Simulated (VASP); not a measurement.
```
ZrC
1.0
    0.00000     2.34212     2.34212
    2.34212     0.00000     2.34212
    2.34212     2.34212     0.00000
Zr C
1 1
Direct
  0.00000   0.00000   0.00000
  0.50000   0.50000   0.50000
```

These are vdW-DF-cx, VASP's PBE PAW potentials (set 64) (plane waves; VASP 6.6.1) values and carry that method's errors. Settings: 520 eV cut-off, 13×13×13 Γ-centred mesh, first-order Methfessel-Paxton smearing of 0.10 eV, potentials Zr_sv C.

### Question
Estimate the energy per atom (σ→0), band gap (on the k-mesh) with the smallest direct gap where there is one.

### Answer

band gap (on the k-mesh): none (metal, semimetal or under 0.01 eV)
energy per atom (σ→0): -8.175 eV/atom

The absolute energy has meaning only against runs of the same code, potentials and settings.

The compound is ZrC in the rock salt structure. It was relaxed first.
